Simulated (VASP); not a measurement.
Given:

```
KMgF3
1.0
    4.08441     0.00000     0.00000
    0.00000     4.08441     0.00000
    0.00000     0.00000     4.08441
K Mg F
1 1 3
Cartesian
  0.00000   0.00000   0.00000
  2.04221   2.04221   2.04221
  2.04221   0.00000   2.04221
  0.00000   2.04221   2.04221
  2.04221   2.04221   0.00000
```

These are PBE GGA, VASP's PBE PAW potentials (set 64) (plane waves; VASP) values and carry that method's errors. Run with 520 eV cut-off, 6×6×6 Γ-centred mesh, Gaussian smearing of 0.050 eV, potentials K_sv Mg F.

Task: Predict the energy per atom (σ→0), pressure, band gap (on the k-mesh) with the smallest direct gap where there is one.

Result: 
```yaml
band gap (on the k-mesh): 6.77 eV
smallest direct gap (on the k-mesh): 7.09 eV
energy per atom (σ→0): -4.888 eV/atom
pressure: -1.81 GPa
```

Total energies compare only between runs with the same potentials, cut-off and functional.

The compound is KMgF3 in the cubic perovskite structure. This cell is one point of a volume scan, at 1.03 of the reference volume.
